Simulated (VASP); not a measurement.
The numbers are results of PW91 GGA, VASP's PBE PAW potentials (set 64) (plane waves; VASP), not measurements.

VASP input:

POSCAR:
```
CoAl
1
    2.8224219203     0.0000000000     0.0000000000
    0.0000000000     2.8224219203     0.0000000000
    0.0000000000     0.0000000000     2.8224219203
Al Co
1 1
Direct
  0.5000000000   0.5000000000   0.5000000000
  0.0000000000   0.0000000000   0.0000000000
```

KPOINTS:
```
Automatic mesh
0
Gamma
13 13 13
0 0 0
```

INCAR:
```
SYSTEM = CoAl
PREC = Accurate
ENCUT = 520
EDIFF = 1E-7
NELM = 100
ALGO = Normal
LREAL = .FALSE.
LASPH = .TRUE.
ISMEAR = 1
SIGMA = 0.1
GGA = 91
LMAXMIX = 4
LWAVE = .FALSE.
LCHARG = .FALSE.
ISIF = 2
```

POTCAR, in this order: Al Co (PBE.64 set). Program: vasp_std.

Output

OUTCAR:
```
 ion  position               nearest neighbor table
   1  0.500  0.500  0.500-   2 2.44   2 2.44   2 2.44   2 2.44   2 2.44   2 2.44   2 2.44   2 2.44
  LATTYP: Found a simple cubic cell.
 ALAT       =     2.8224219203
 Subroutine PRICEL returns:
 Original cell was already a primitive cell.
 Subroutine GETGRP returns: Found 48 space group operations
The static configuration has the point symmetry O_h .
The dynamic configuration has the point symmetry O_h .
 Subroutine INISYM returns: Found 48 space group operations
 Subroutine IBZKPT returns following result:
 Found     84 irreducible k-points:

 Following reciprocal coordinates:
            Coordinates               Weight
  0.000000  0.000000  0.000000      1.000000
  0.076923  0.000000  0.000000      6.000000
  0.153846  0.000000  0.000000      6.000000
  0.230769  0.000000  0.000000      6.000000
  0.307692  0.000000  0.000000      6.000000
  0.384615  0.000000  0.000000      6.000000
  0.461538  0.000000  0.000000      6.000000
  0.076923  0.076923  0.000000     12.000000
  0.153846  0.076923  0.000000     24.000000
  0.230769  0.076923  0.000000     24.000000
  0.307692  0.076923  0.000000     24.000000
  0.384615  0.076923  0.000000     24.000000
  0.461538  0.076923  0.000000     24.000000
  0.153846  0.153846  0.000000     12.000000
  0.230769  0.153846  0.000000     24.000000
  0.307692  0.153846  0.000000     24.000000
  0.384615  0.153846  0.000000     24.000000
  0.461538  0.153846  0.000000     24.000000
  0.230769  0.230769  0.000000     12.000000
  0.307692  0.230769  0.000000     24.000000
  0.384615  0.230769  0.000000     24.000000
  0.461538  0.230769  0.000000     24.000000
  0.307692  0.307692  0.000000     12.000000
  0.384615  0.307692  0.000000     24.000000
  0.461538  0.307692  0.000000     24.000000
...
```

**OSZICAR**
```
       N       E                     dE             d eps       ncg     rms          rms(c)
DAV:   1     0.369318407213E+02    0.36932E+02   -0.53902E+03  1696   0.127E+03
DAV:   2    -0.121972512172E+02   -0.49129E+02   -0.46056E+02  1696   0.192E+02
DAV:   3    -0.134827434389E+02   -0.12855E+01   -0.12771E+01  1984   0.406E+01
DAV:   4    -0.135064028227E+02   -0.23659E-01   -0.23650E-01  2006   0.493E+00
DAV:   5    -0.135072221461E+02   -0.81932E-03   -0.81930E-03  1940   0.927E-01    0.124E+01
DAV:   6    -0.159054125429E+02   -0.23982E+01   -0.66228E+01  1892   0.123E+02    0.165E+01
DAV:   7    -0.119478512349E+02    0.39576E+01   -0.30039E+01  1856   0.786E+01    0.185E+00
DAV:   8    -0.119391377048E+02    0.87135E-02   -0.20390E-01  1754   0.409E+00    0.114E+00
DAV:   9    -0.119256184316E+02    0.13519E-01   -0.44406E-02  2014   0.306E+00    0.287E-01
DAV:  10    -0.119252122703E+02    0.40616E-03   -0.13043E-03  2302   0.510E-01    0.137E-01
DAV:  11    -0.119252043047E+02    0.79656E-05   -0.24472E-05  1948   0.479E-02    0.163E-02
DAV:  12    -0.119252009003E+02    0.34044E-05   -0.17046E-05  2044   0.572E-02    0.538E-03
DAV:  13    -0.119252008949E+02    0.53431E-08   -0.32727E-07  1658   0.545E-03
   1 F= -.11925201E+02 E0= -.11925106E+02  d E =-.285860E-03
```

File OUTCAR:
```
------------------------ aborting loop because EDIFF is reached ----------------------------------------
  FORCE on cell =-STRESS in cart. coord.  units (eV):
  Direction    XX          YY          ZZ          XY          YZ          ZX
  --------------------------------------------------------------------------------------
  Total        0.8242441      0.8242441      0.8242441      0.0000000      0.0000000     -0.0000000
  in kB       58.7354941     58.7354941     58.7354941      0.0000000      0.0000000     -0.0000000
  external PRESSURE =      58.7354941 kB  Pullay stress =       0.0000000 kB
  volume of cell :       22.48
      direct lattice vectors                 reciprocal lattice vectors
     2.822421920  0.000000000  0.000000000     0.354305638  0.000000000  0.000000000
     0.000000000  2.822421920  0.000000000     0.000000000  0.354305638  0.000000000
     0.000000000  0.000000000  2.822421920     0.000000000  0.000000000  0.354305638
 POSITION                                       TOTAL-FORCE (eV/Angst)
 -----------------------------------------------------------------------------------
      1.41121      1.41121      1.41121         0.000000      0.000000      0.000000
      0.00000      0.00000      0.00000         0.000000      0.000000      0.000000
 -----------------------------------------------------------------------------------
    total drift:                                0.000000      0.000000      0.000000
  FREE ENERGIE OF THE ION-ELECTRON SYSTEM (eV)
  ---------------------------------------------------
  free  energy   TOTEN  =       -11.9252008949 eV

  energy  without entropy=      -11.9249150345  energy(sigma->0) =      -11.92510561
```
(Selected blocks of OUTCAR.)

**OUTCAR**
```
 val. band max:       10.9108575291   @ k =   0.4615   0.3846   0.3077

 cond. band min:      10.9459191258   @ k =   0.4615   0.3846   0.0769


 Fermi energy:        10.9353251313

 k-point     1 :       0.0000    0.0000    0.0000
  band No.  band energies     occupation
      1      -0.3052      2.00000
      2       7.8466      2.00000
      3       7.8466      2.00000
      4      10.0441      2.00000
      5      10.0441      2.00000
      6      10.0441      2.00000
      7      17.0609      0.00000
      8      17.0609      0.00000
      9      17.0609      0.00000
     10      19.8248      0.00000

 k-point     2 :       0.0769    0.0000    0.0000
  band No.  band energies     occupation
      1      -0.1907      2.00000
      2       7.8366      2.00000
      3       7.8789      2.00000
      4       9.9818      2.00000
      5       9.9818      2.00000
      6      10.0507      2.00000
      7      16.0058      0.00000
      8      17.2206      0.00000
      9      17.2206      0.00000
     10      19.8064      0.00000

 k-point     3 :       0.1538    0.0000    0.0000
  band No.  band energies     occupation
      1       0.1505      2.00000
      2       7.7691      2.00000
      3       7.9701      2.00000
      4       9.8176      2.00000
      5       9.8176      2.00000
      6      10.0691      2.00000
      7      14.3242      0.00000
      8      17.6779      0.00000
      9      17.6779      0.00000
     10      19.7523      0.00000

 k-point     4 :       0.2308    0.0000    0.0000
  band No.  band energies     occupation
      1       0.7108      2.00000
      2       7.5220      2.00000
      3       8.1029      2.00000
      4       9.6044      2.00000
      5       9.6044      2.00000
      6      10.0951      2.00000
      7      12.8378     -0.00000
      8      18.3830      0.00000
      9      18.3830      0.00000
     10      19.6677      0.00000

 k-point     5 :       0.3077    0.0000    0.0000
...
```

The compound is CoAl in the CsCl type structure. This cell is one point of a volume scan, at 0.97 of the reference volume. The run is not spin-polarised, so no magnetic state was tried.
